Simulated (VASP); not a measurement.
# YB6 under strain, part 4 of 4

How does the pressure of YB6 answer to a change of volume? The bands are shown for each cell. All runs use LDA. Left out of this account: 1 further run (fields: a reference on another mesh). The start is a computed cell from the Materials Project.

VASP 6.6.1; LDA; plane waves and PAW (Y_sv, B).

Still holding for the runs below: This run has no spin polarisation. Its electron count is odd, so without a moment it is a metal by construction.

So far, pressure (GPa): step 2 (bands, cell as listed) -6.07; step 3 (cell volume +4.0 %) -12.1; step 4 (cell volume +8.0 %) -17.2; step 5 (bands, sheared, principal strains -1.6, +0.5, +1.1 %) -5.98; step 6 (cell volume -4.0 %) 1.26.

### Step 7. Bands, volume times 0.92

The cell is scaled evenly once more. A prediction first. A parabola through the 4 pressures of evenly scaled cells so far, P = -6.05 -167.0 t +292 t² GPa with t = ln(V/V₁) and V₁ the volume at scale 1, gives 9.90 GPa at t = -0.0834.

File INCAR:

```
SYSTEM = YB6
PREC = Accurate
ENCUT = 420
EDIFF = 1E-06
NELM = 100
ISMEAR = -1
SIGMA = 0.05
LREAL = .FALSE.
ALGO = Normal
GGA = CA
NBANDS = 32
LASPH = .TRUE.
LORBIT = 11
LWAVE = .FALSE.
LCHARG = .FALSE.
KPAR = 8
```

File POSCAR:

```
YB6
1.0
    3.9776627364      0.0000000000      0.0000000000
    0.0000000000      3.9776627364      0.0000000000
    0.0000000000      0.0000000000      3.9776627364
Y B
1 6
Direct
    0.0000000000      0.0000000000      0.0000000000
    0.8011341200      0.5000000000      0.5000000000
    0.1988658800      0.5000000000      0.5000000000
    0.5000000000      0.5000000000      0.8011341200
    0.5000000000      0.5000000000      0.1988658800
    0.5000000000      0.1988658800      0.5000000000
    0.5000000000      0.8011341200      0.5000000000
```

File KPOINTS:

```
Automatic mesh
0
Gamma
7 7 7
0 0 0
```

File KPOINTS_OPT:

```
Line mode
12
Line-mode
Reciprocal
  0.00000000   0.00000000   0.00000000 GAMMA
  0.00000000   0.50000000   0.00000000 X

  0.00000000   0.50000000   0.00000000 X
  0.50000000   0.50000000   0.00000000 M

  0.50000000   0.50000000   0.00000000 M
  0.00000000   0.00000000   0.00000000 GAMMA

  0.00000000   0.00000000   0.00000000 GAMMA
  0.50000000   0.50000000   0.50000000 R

  0.50000000   0.50000000   0.50000000 R
  0.00000000   0.50000000   0.00000000 X

  0.50000000   0.50000000   0.00000000 M
  0.50000000   0.50000000   0.50000000 R
```

The projector-augmented-wave data sets are Y_sv and B (LDA family, release 64).

Started as:

```console
> mpirun -np 8 vasp_std
```

What it wrote:

```text
[... set-up lines as in an earlier step ...]
 entering main loop
       N       E                     dE             d eps       ncg     rms          rms(c)
DAV:   1     0.572019619713E+02    0.57202E+02   -0.11463E+04  1280   0.719E+02
DAV:   2    -0.606788168868E+02   -0.11788E+03   -0.11287E+03  1576   0.193E+02
DAV:   3    -0.648593211853E+02   -0.41805E+01   -0.41369E+01  1792   0.283E+01
DAV:   4    -0.649315911705E+02   -0.72270E-01   -0.72211E-01  1568   0.334E+00
DAV:   5    -0.649329208628E+02   -0.13297E-02   -0.13296E-02  1656   0.432E-01    0.169E+01
DAV:   6    -0.555959943706E+02    0.93369E+01   -0.55397E+00  1560   0.150E+01    0.150E+01
DAV:   7    -0.545457584666E+02    0.10502E+01   -0.31997E+00  1696   0.831E+00    0.133E+01
DAV:   8    -0.550562960230E+02   -0.51054E+00   -0.17014E+00  1448   0.662E+00    0.585E+00
DAV:   9    -0.545112525356E+02    0.54504E+00   -0.74900E-01  1408   0.477E+00    0.474E-01
DAV:  10    -0.545140830844E+02   -0.28305E-02   -0.67165E-02  1608   0.109E+00    0.146E+00
DAV:  11    -0.545130687713E+02    0.10143E-02   -0.89179E-04  1456   0.149E-01    0.861E-01
DAV:  12    -0.545121705405E+02    0.89823E-03   -0.19048E-03  1504   0.226E-01    0.107E-01
DAV:  13    -0.545121586886E+02    0.11852E-04   -0.21177E-04  1616   0.647E-02    0.370E-02
DAV:  14    -0.545121583789E+02    0.30968E-06   -0.25788E-06  1672   0.787E-03
   1 F= -.54512158E+02 E0= -.54504409E+02  d E =-.154996E-01
 Start KPOINTS_OPT (optional k-point list driver)
k-point batch [1-20\72]
       N       E                     dE             ncg
DAV:   1    -0.113988248115E+04   -0.10281E+05     1280
DAV:   2    -0.332514412844E+04   -0.21853E+04     1584
DAV:   3    -0.340266880495E+04   -0.77525E+02     1736
DAV:   4    -0.340399954874E+04   -0.13307E+01     1584
DAV:   5    -0.340401512727E+04   -0.15579E-01     1584
DAV:   6    -0.340401529133E+04   -0.16405E-03     1616
DAV:   7    -0.340401529330E+04   -0.19761E-05     1464
DAV:   8    -0.340401529335E+04   -0.47412E-07     1120
[...]
k-point batch [61-72\72]
       N       E                     dE             ncg
DAV:   1     0.510546502200E+04   -0.11580E+05      768
DAV:   2     0.373059801832E+04   -0.13749E+04      992
DAV:   3     0.368127351445E+04   -0.49325E+02     1032
DAV:   4     0.368057895920E+04   -0.69456E+00      848
DAV:   5     0.368057150025E+04   -0.74589E-02      960
DAV:   6     0.368057140806E+04   -0.92196E-04      904
DAV:   7     0.368057140610E+04   -0.19532E-05      928
DAV:   8     0.368057140607E+04   -0.30606E-07      608
```

Wall time 9.6 s (8 MPI ranks of Intel Xeon 6975P-C (Granite Rapids), shared host); peak memory 1.4 GiB; 58 s of CPU time.

OUTCAR, selected parts (step 7):

```text
   ENCUT  =  420.0 eV  30.87 Ry    5.56 a.u.   6.65  6.65  6.65*2*pi/ulx,y,z

   NELECT =      29.0000    total number of electrons

 E-fermi :   7.2397

 k-point     1 :       0.0000    0.0000    0.0000
  band No.  band energies     occupation
    ...
     10       0.0197      2.00000
     11       0.0197      2.00000
     12       5.0809      2.00000
     13       5.0809      2.00000
     14       5.0809      2.00000
     15       8.3148      0.00000
     16       8.3148      0.00000
     17       8.3148      0.00000
     18       8.3289      0.00000
     19       8.3289      0.00000
    ...

  Total        3.9665855      3.9665855      3.9665855     -0.0000000      0.0000000     -0.0000000
  in kB      100.9818979    100.9818979    100.9818979     -0.0000000      0.0000000     -0.0000000
  external PRESSURE =     100.9818979 kB  Pullay stress =       0.0000000 kB

 POSITION                                       TOTAL-FORCE (eV/Angst)
 -----------------------------------------------------------------------------------
      0.00000      0.00000      0.00000        -0.000000      0.000000      0.000000
      3.18664      1.98883      1.98883         0.157247      0.000000      0.000000
      0.79102      1.98883      1.98883        -0.157247     -0.000000      0.000000
      1.98883      1.98883      3.18664         0.000000     -0.000000      0.157247
      1.98883      1.98883      0.79102        -0.000000     -0.000000     -0.157247
      1.98883      0.79102      1.98883        -0.000000     -0.157247      0.000000
      1.98883      3.18664      1.98883         0.000000      0.157247      0.000000
 -----------------------------------------------------------------------------------
    total drift:                                0.000000      0.000000      0.000000

  FREE ENERGIE OF THE ION-ELECTRON SYSTEM (eV)
  ---------------------------------------------------
  free  energy   TOTEN  =       -54.5121583789 eV

  energy  without entropy=      -54.4966587659  energy(sigma->0) =      -54.50440857

[... 4 parts as in an earlier step ...]

[... 12 further parts left out ...]
```

Numbers from this step:

```yaml
free_energy_toten: -54.5122 eV
energy_at_zero_smearing: -54.5044 eV
fermi_energy: 7.240 eV
pressure: 10.10 GPa
```

Electronic bands along the path, in eV, zero at the Fermi level; # counts the bands kept:

```csv
point,#5,#6,#7,#8,#9,#10,#11,#12
Γ,-7.22,-2.16,-2.16,-2.16,1.08,1.08,1.08,1.09
0.45 of the way,-5.35,-3.24,-3.24,-1.90,-1.45,1.58,1.93,1.93
X,-4.14,-4.14,-3.54,-2.91,-1.44,1.30,1.30,1.57
0.55 of the way,-4.65,-4.49,-3.63,-3.32,-0.80,1.43,2.59,2.92
M,-4.96,-4.96,-3.16,-3.16,1.65,1.65,1.98,2.48
0.45 of the way,-4.90,-4.45,-4.16,-2.97,-0.05,0.10,2.16,2.32
Γ,-7.22,-2.16,-2.16,-2.16,1.08,1.08,1.08,1.09
0.45 of the way,-4.85,-4.66,-4.66,-3.65,1.00,1.00,2.37,2.38
R,-6.21,-2.69,-2.69,-2.69,2.94,3.07,3.07,3.51
0.45 of the way,-5.68,-4.00,-3.96,-2.96,0.94,2.30,2.54,2.75
X,-4.14,-4.14,-3.54,-2.91,-1.44,1.30,1.30,1.57
jump to M,-4.96,-4.96,-3.16,-3.16,1.65,1.65,1.98,2.48
0.45 of the way,-5.62,-4.68,-2.84,-2.84,2.38,2.63,2.63,2.70
R,-6.21,-2.69,-2.69,-2.69,2.94,3.07,3.07,3.51
```

Of the projections kept (Y, B), the largest for each band there; the rest of the weight can lie on other orbitals:

```csv
point,#5,#6,#7,#8,#9,#10,#11,#12
Γ,B 0.89,B 0.77,B 0.77,B 0.77,B 0.91,B 0.91,B 0.91,Y 0.76
X,B 0.88,B 0.88,B 0.96,Y 0.67,B 0.97,Y 0.61,Y 0.61,Y 1.00
M,B 0.77,B 0.77,B 0.99,B 0.99,B 0.66,B 0.66,Y 0.92,Y 0.92
Γ,B 0.89,B 0.77,B 0.77,B 0.77,B 0.91,B 0.91,B 0.91,Y 0.76
R,B 0.79,B 0.99,B 0.99,B 0.99,Y 1.00,Y 1.00,Y 1.00,Y 0.86
X,B 0.88,B 0.88,B 0.96,Y 0.67,B 0.97,Y 0.61,Y 0.61,Y 1.00
```

Force by atom:

```csv
atom,x (eV/Å),y (eV/Å),z (eV/Å),size
Y1,0.000,0.000,0.000,0.000
B2,0.157,0.000,0.000,0.157
B3,-0.157,0.000,0.000,0.157
B4,0.000,0.000,0.157,0.157
B5,0.000,0.000,-0.157,0.157
B6,0.000,-0.157,0.000,0.157
B7,0.000,0.157,0.000,0.157
```

 The pressure is 10.10 GPa. The parabola predicted 9.90 GPa, -0.20 GPa off.

### Step 8. Bands, atoms displaced by up to 0.24 Å

The atoms are moved off their sites at random, as a crude picture of disorder.

INCAR is that of step 7.

File POSCAR:

```
YB6
1.0
    4.0897680800      0.0000000000      0.0000000000
    0.0000000000      4.0897680800      0.0000000000
    0.0000000000      0.0000000000      4.0897680800
Y B
1 6
Direct
   -0.0234120000     -0.0046410000     -0.0197340000
    0.7796740000      0.5231810000      0.5120290000
    0.1739580000      0.5152020000      0.5100400000
    0.5251190000      0.5265230000      0.7797960000
    0.5002600000      0.5549880000      0.2215720000
    0.4690790000      0.1728610000      0.4913840000
    0.4705100000      0.8229540000      0.5427580000
```

KPOINTS is that of step 7.

KPOINTS_OPT is that of step 7.

Started as:

```console
> mpirun -np 8 vasp_std
```

What it wrote:

```text
[... set-up lines as in an earlier step ...]
 entering main loop
       N       E                     dE             d eps       ncg     rms          rms(c)
DAV:   1     0.583813461427E+02    0.58381E+02   -0.11395E+04 11008   0.714E+02
DAV:   2    -0.578991549969E+02   -0.11628E+03   -0.11082E+03 13528   0.188E+02
DAV:   3    -0.624751533434E+02   -0.45760E+01   -0.45278E+01 15976   0.289E+01
DAV:   4    -0.625473374372E+02   -0.72184E-01   -0.72116E-01 12936   0.341E+00
DAV:   5    -0.625487883947E+02   -0.14510E-02   -0.14509E-02 14576   0.436E-01    0.164E+01
DAV:   6    -0.534938710570E+02    0.90549E+01   -0.62449E+00 13416   0.163E+01    0.141E+01
DAV:   7    -0.525746058891E+02    0.91927E+00   -0.29647E+00 14664   0.783E+00    0.122E+01
DAV:   8    -0.527031418182E+02   -0.12854E+00   -0.87047E-01 12272   0.437E+00    0.160E+00
DAV:   9    -0.525458998544E+02    0.15724E+00   -0.23729E-01 12432   0.253E+00    0.536E-01
DAV:  10    -0.525441823346E+02    0.17175E-02   -0.23866E-02 13488   0.651E-01    0.934E-01
DAV:  11    -0.525435763205E+02    0.60601E-03   -0.12903E-03 13168   0.182E-01    0.293E-01
DAV:  12    -0.525435024878E+02    0.73833E-04   -0.33831E-04 14184   0.856E-02    0.626E-02
DAV:  13    -0.525434987994E+02    0.36884E-05   -0.40008E-05 13568   0.274E-02    0.186E-02
DAV:  14    -0.525434977466E+02    0.10528E-05   -0.23189E-06 14064   0.755E-03    0.952E-03
DAV:  15    -0.525434977176E+02    0.28991E-07   -0.35520E-07  8552   0.253E-03
   1 F= -.52543498E+02 E0= -.52540166E+02  d E =-.666298E-02
 Start KPOINTS_OPT (optional k-point list driver)
k-point batch [1-72\72]
       N       E                     dE             ncg
DAV:   1    -0.138923546090E+04   -0.50404E+05     4608
DAV:   2    -0.924458400715E+04   -0.78553E+04     5736
DAV:   3    -0.956443560898E+04   -0.31985E+03     6552
DAV:   4    -0.957021044732E+04   -0.57748E+01     5488
DAV:   5    -0.957029166772E+04   -0.81220E-01     5832
DAV:   6    -0.957029297555E+04   -0.13078E-02     5600
DAV:   7    -0.957029299586E+04   -0.20313E-04     5760
DAV:   8    -0.957029299625E+04   -0.38680E-06     3928
```

It took 31 s on 8 MPI ranks; peak memory 3.6 GiB; 3.2 min of CPU time.

OUTCAR, selected parts (step 8):

```text
   NELECT =      29.0000    total number of electrons

 E-fermi :   6.4721

 k-point     1 :       0.0000    0.0000    0.0000
  band No.  band energies     occupation
    ...
     10      -0.8491      2.00000
     11       0.0899      2.00000
     12       4.1530      2.00000
     13       4.5152      2.00000
     14       5.0180      2.00000
     15       6.5505      0.34509
     16       7.3093      0.00000
     17       7.5081      0.00000
     18       7.5193      0.00000
     19       8.2118      0.00000
    ...

  Total       -0.8446963      1.5047300      1.0479930     -0.5223286     -2.9511915     -1.7617107
  in kB      -19.7840477     35.2430197     24.5455597    -12.2337145    -69.1213054    -41.2618906
  external PRESSURE =      13.3348439 kB  Pullay stress =       0.0000000 kB

 POSITION                                       TOTAL-FORCE (eV/Angst)
 -----------------------------------------------------------------------------------
      3.99402      4.07079      4.00906         0.107409      0.188605      0.281185
      3.18869      2.13969      2.09408         2.386128     -0.695354     -2.067496
      0.71145      2.10706      2.08595         1.755753     -0.474642     -0.301987
      2.14761      2.15336      3.18918        -3.565020     -1.837522      6.757945
      2.04595      2.26977      0.90618        -0.789761     -2.055985     -2.930211
      1.91842      0.70696      2.00965         0.102728      8.663139      0.129146
      1.92428      3.36569      2.21975         0.002763     -3.788241     -1.868583
 -----------------------------------------------------------------------------------
    total drift:                                0.000028     -0.000005      0.000016

  FREE ENERGIE OF THE ION-ELECTRON SYSTEM (eV)
  ---------------------------------------------------
  free  energy   TOTEN  =       -52.5434977176 eV

  energy  without entropy=      -52.5368347362  energy(sigma->0) =      -52.54016623

[... 5 parts as in an earlier step ...]

[... 12 further parts left out ...]
```

This step gave:

| Item | Value |
| --- | --- |
| SCF cycles | 15 |
| irreducible k-points | 172 |
| symmetry operations | 1 |
| free energy (TOTEN) | -52.5435 eV |
| energy at zero smearing | -52.5402 eV |
| Fermi energy | 6.472 eV |
| pressure | 1.333 GPa |

Electronic bands along the path, in eV, zero at the Fermi level; # counts the bands kept:

```csv
point,#6,#7,#8,#9,#10,#11,#12,#13
Γ,-6.38,-2.32,-1.96,-1.45,0.08,0.84,1.04,1.05
0.55 of the way,-5.33,-3.54,-3.16,-1.90,-1.34,1.19,1.90,2.14
X,-4.48,-4.04,-3.86,-2.27,-1.61,1.37,1.52,1.74
0.45 of the way,-4.68,-4.39,-3.88,-2.89,-0.96,1.72,2.26,2.39
M,-4.78,-4.53,-3.64,-2.94,1.62,1.95,2.10,2.27
0.45 of the way,-4.87,-4.33,-3.96,-2.65,0.10,0.29,1.99,2.19
Γ,-6.38,-2.32,-1.96,-1.45,0.08,0.84,1.04,1.05
0.55 of the way,-4.81,-4.55,-3.88,-2.94,1.04,1.54,2.16,2.45
R,-5.65,-3.50,-2.61,-1.21,2.25,2.73,2.78,2.82
0.45 of the way,-5.16,-3.87,-3.60,-2.82,0.92,2.11,2.42,2.51
X,-4.48,-4.04,-3.86,-2.27,-1.61,1.37,1.52,1.74
jump to M,-4.78,-4.53,-3.64,-2.94,1.62,1.95,2.10,2.27
0.45 of the way,-5.24,-3.85,-3.24,-2.67,2.10,2.33,2.42,2.80
R,-5.65,-3.50,-2.61,-1.21,2.25,2.73,2.78,2.82
```

Of the projections kept (Y, B), the largest for each band there; the rest of the weight can lie on other orbitals:

```csv
point,#6,#7,#8,#9,#10,#11,#12,#13
Γ,B 0.87,B 0.82,B 0.78,B 0.71,B 0.67,B 0.87,Y 0.65,Y 0.67
X,B 0.92,B 0.91,B 0.91,Y 0.66,B 0.96,Y 0.79,Y 0.76,Y 0.79
M,B 0.80,B 0.81,B 0.99,B 0.98,Y 0.67,Y 0.64,Y 0.85,Y 0.66
Γ,B 0.87,B 0.82,B 0.78,B 0.71,B 0.67,B 0.87,Y 0.65,Y 0.67
R,B 0.80,B 0.99,B 0.99,B 0.97,Y 0.89,Y 0.80,Y 0.97,Y 0.98
X,B 0.92,B 0.91,B 0.91,Y 0.66,B 0.96,Y 0.79,Y 0.76,Y 0.79
```

Force by atom:

```csv
atom,x (eV/Å),y (eV/Å),z (eV/Å),size
Y1,0.11,0.19,0.28,0.36
B2,2.39,-0.70,-2.07,3.23
B3,1.76,-0.47,-0.30,1.84
B4,-3.57,-1.84,6.76,7.86
B5,-0.79,-2.06,-2.93,3.67
B6,0.10,8.66,0.13,8.66
B7,0.00,-3.79,-1.87,4.22
```

 The pressure is 1.33 GPa, and the symmetry operations fall from 48 to 1.

### Step 9. Side by side

| cell | mesh | pressure (GPa) | gap (eV) |
| --- | --- | --- | --- |
| cell as listed | 7×7×7 | -6.07 | none |
| volume times 1.04 | 7×7×7 | -12.14 | none |
| volume times 1.08 | 7×7×7 | -17.18 | none |
| sheared, principal strains -1.6, +0.5, +1.1 % | 7×7×7 | -5.98 | none |
| volume times 0.96 | 7×7×7 | 1.26 | none |
| volume times 0.92 | 7×7×7 | 10.10 | none |
| atoms displaced by up to 0.24 Å | 7×7×7 | 1.33 | none |

### Step 10. What came out

```json
{
 "pressure, cell as listed": "-6.07 GPa",
 "pressure, volume times 1.04": "-12.1 GPa",
 "pressure, volume times 1.08": "-17.2 GPa",
 "pressure, sheared, principal strains -1.6, +0.5, +1.1 %": "-5.98 GPa",
 "pressure, volume times 0.96": "1.26 GPa",
 "pressure, volume times 0.92": "10.1 GPa",
 "pressure, atoms displaced by up to 0.24 Å": "1.33 GPa",
 "bulk modulus at the listed volume, shape and positions held": "168 GPa"
}
```

**Reading.** The slope of pressure against ln V at the listed volume gives a bulk modulus of 168 GPa at fixed shape and positions, an upper bound since the atoms bear forces (not that of equilibrium, since the cell bears -6.1 GPa there). The atoms were not relaxed in the changed cells. Spin-orbit coupling is left out; it would split some degenerate bands. With an odd electron count and no spin the cell is a metal by construction.

[Lines on the potential files, build, host, timing and source positions are cut from VASP's logs without a mark.]

[Logs are printed without paths, hosts, clocks, repeated set-up lines and the standing remarks that a program may print on its own settings, such as how far it seeks lower states.]

[Hosts, paths, dates, database ids (printed as entryN), source tags and the programs' standing remarks are cut or masked in the printed files.]

[A measured line is paired with the nearest computed mode of its activity, which favours agreement.]

[In band tables of VASP the shares of atoms and orbitals are scaled to a sum of 1 inside the atoms' spheres.]

[Band numbers marked # count the bands kept; VASP's own numbers are higher by 5 or 6.]
